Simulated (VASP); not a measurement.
Runs of VASP 6.6.1 on C. The structure is cubic, space group Fd-3m (No. 227). The conventional cell has a = 3.567 Å, b = 3.567 Å, c = 3.567 Å, α = 90.00°, β = 90.00°, γ = 90.00°. C (site symmetry -43m) is surrounded by 4 C at 1.54 Å. This isn't the form of C at room conditions, which is graphite.

```tsv
k mesh	cutoff (eV)	mesh quality	gap on the mesh (eV)	pressure (GPa)
4 × 4 × 4	520	coarse	4.43	3.6
12 × 12 × 12	520	not flagged	4.15	2.5
16 × 16 × 16	520	not flagged	4.13	2.5
22 × 22 × 22	520	not flagged	4.13	2.5
10 × 10 × 10	400	not flagged	4.15	-
10 × 10 × 10	520	not flagged	4.17	2.5
8 × 8 × 8	520	not flagged	4.13	2.5
10 × 10 × 10	700	not flagged	4.17	1.5
10 × 10 × 10	600	not flagged	4.17	(a)
10 × 10 × 10	450	not flagged	4.17	-
```

Alike in all rows: task single point; level PBE; potentials or basis VASP PAW PBE potentials, release 64 (C); no spin polarisation; cell as given; smearing gaussian 0.02 eV.

Task: Estimate the missing entries.

Result: (a) 1.8.

Caveats: some runs use coarse meshes; the cutoff is under 1.25 times the usual one of these potentials, so pressure, stress and relaxed cells hold a basis-set (Pulay) error (some runs).

A k mesh can miss the band edges.

Not every run made on this cell is shown here.
